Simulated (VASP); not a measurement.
```xyz
1
Lattice="-1.4581 1.4581 1.4581 1.4581 -1.4581 1.4581 1.4581 1.4581 -1.4581" Properties=species:S:1:pos:R:3 pbc="T T T"
V      0.0000     0.0000     0.0000
```

The numbers are results of MS2 meta-GGA, VASP's PBE PAW potentials (set 64) (plane waves; VASP), not measurements. Numerical set-up: 520 eV cut-off, 17×17×17 Γ-centred mesh, first-order Methfessel-Paxton smearing of 0.10 eV, potentials V_sv.

Question: Give the stress tensor in GPa (positive for a compressed cell).

Answer: 
```
14.78   0.00   0.00
 0.00  14.78   0.00
 0.00   0.00  14.78
```
The pressure is its mean diagonal, 14.78 GPa.

The compound is V in the bcc structure. This cell is one point of a volume scan, at 0.94 of the reference volume. The run is not spin-polarised, so no magnetic state was tried.
